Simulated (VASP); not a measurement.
```yaml
crystal:
  lattice:
    - [0.00000, 1.97221, 1.97221]
    - [1.97221, 0.00000, 1.97221]
    - [1.97221, 1.97221, 0.00000]
  atoms:
    - { symbol: Pt, position: [0.00000, 0.00000, 0.00000] }
```

All values below come from AM05 GGA, VASP's PBE PAW potentials (set 64) (plane waves; VASP). Numerical set-up: 520 eV cut-off, 16×16×16 Γ-centred mesh, first-order Methfessel-Paxton smearing of 0.10 eV, potentials Pt.

Problem. Give the stress tensor in GPa (positive for a compressed cell).

Solution. 
```
-7.96   0.00   0.00
 0.00  -7.96   0.00
 0.00   0.00  -7.96
```
The pressure is its mean diagonal, -7.96 GPa.

The compound is Pt in the fcc structure. This cell is one point of a volume scan, at 1.03 of the reference volume.
